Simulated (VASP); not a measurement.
```
Pt
1.0
    0.00000     1.96000     1.96000
    1.96000     0.00000     1.96000
    1.96000     1.96000     0.00000
Pt
1
Cartesian
  0.00000   0.00000   0.00000
```

All values below come from MS2 meta-GGA, VASP's PBE PAW potentials (set 64) (plane waves; VASP). Numerical set-up: 520 eV cut-off, 14×14×14 Γ-centred mesh, first-order Methfessel-Paxton smearing of 0.10 eV, potentials Pt.

Problem. The ions, cell shape and volume are relaxed. What does this cell relax into?

Solution. 
```
Pt
1.0
    0.00000     1.95219     1.95219
    1.95219     0.00000     1.95219
    1.95219     1.95219     0.00000
Pt
1
Direct
  0.00000   0.00000   0.00000
```
Space group Fm-3m (225), at a tolerance of 0.03 Å.

Problem. How do energy and volume change from the first to the last step?

Solution. The energy (σ→0) changes by -2.0 meV/atom and the volume by -1.2 %, in 3 ionic steps.

```json
[
 {"step": "1", "E(σ→0) (eV)": "12.0446", "max force (eV/Å)": "0.000", "pressure (GPa)": "-3.42", "volume (Å³)": "15.06"},
 {"step": "2", "E(σ→0) (eV)": "12.0601", "max force (eV/Å)": "0.000", "pressure (GPa)": "11.45", "volume (Å³)": "14.37"},
 {"step": "3", "E(σ→0) (eV)": "12.0426", "max force (eV/Å)": "0.000", "pressure (GPa)": "-0.05", "volume (Å³)": "14.88"}
]
```

The compound is Pt in the fcc structure. This run relaxes it. Symmetry was kept, so distortions that lower it aren't found.
